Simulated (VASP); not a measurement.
Here is the system:

```
Hg
1.0
    6.07405     0.00000     0.00000
    0.00000     6.48343     0.00000
   -2.49004     0.00000     5.72899
Hg
6
Cartesian
  0.00000   0.00000   0.00000
 -1.24502   3.24172   2.86450
  1.69956   2.31634   4.23865
  1.88445   4.16709   1.49034
  0.63943   5.55805   4.35484
  2.94458   0.92538   1.37416
```

These are LDA (Ceperley-Alder, Perdew-Zunger), VASP's LDA PAW potentials (set 64) (plane waves; VASP 6.6.1) values and carry that method's errors. Numerical set-up: 300 eV cut-off, 3×3×3 Γ-centred mesh, Fermi-Dirac smearing of 0.050 eV, potentials Hg.

Which forces act on the atoms, in eV/Å?

| atom | Fx | Fy | Fz |
|---|---|---|---|
| Hg1 | 0.000 | 0.000 | 0.000 |
| Hg2 | 0.000 | 0.000 | 0.000 |
| Hg3 | 0.004 | -0.058 | -0.099 |
| Hg4 | -0.004 | 0.058 | 0.099 |
| Hg5 | -0.004 | -0.058 | 0.099 |
| Hg6 | 0.004 | 0.058 | -0.099 |

Give the stress tensor in GPa (positive for a compressed cell).

```
-3.80   0.00  -0.08
 0.00  -3.75   0.00
-0.08   0.00  -3.42
```
The pressure is its mean diagonal, -3.66 GPa.

The structure comes from a computed database's Hg entry; how it stands against other phases isn't given here. The cell was not relaxed at this level.
